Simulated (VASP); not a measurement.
Data:

```yaml
crystal:
  lattice:
    - [0.00000, 2.88957, 2.88957]
    - [2.88957, 0.00000, 2.88957]
    - [2.88957, 2.88957, 0.00000]
  atoms:
    - { symbol: Te, position: [0.25000, 0.25000, 0.25000] }
    - { symbol: Cu, position: [0.00000, 0.00000, 0.00000] }
```

Calculation: PBE GGA, VASP's PBE PAW potentials (set 64) (plane waves; VASP 6.6.1). Settings: EDIFF = 1E-5, 400 eV cut-off, 7×7×7 Γ-centred mesh, Gaussian smearing of 0.050 eV, potentials Te Cu.

Problem. Give the stress tensor in GPa (positive for a compressed cell).

Solution. 
```
4.01  0.00  0.00
0.00  4.01  0.00
0.00  0.00  4.01
```
The pressure is its mean diagonal, 4.01 GPa.

The structure was generated: CuTe was put into the zincblende type (F-43m), which need not be its known phase. The cell was not relaxed at this level. The run is one of a series of settings (EDIFF = 1E-5 against the base run), some of them coarse on purpose. The electron count is odd and the run is not spin-polarised, which forces a metal.
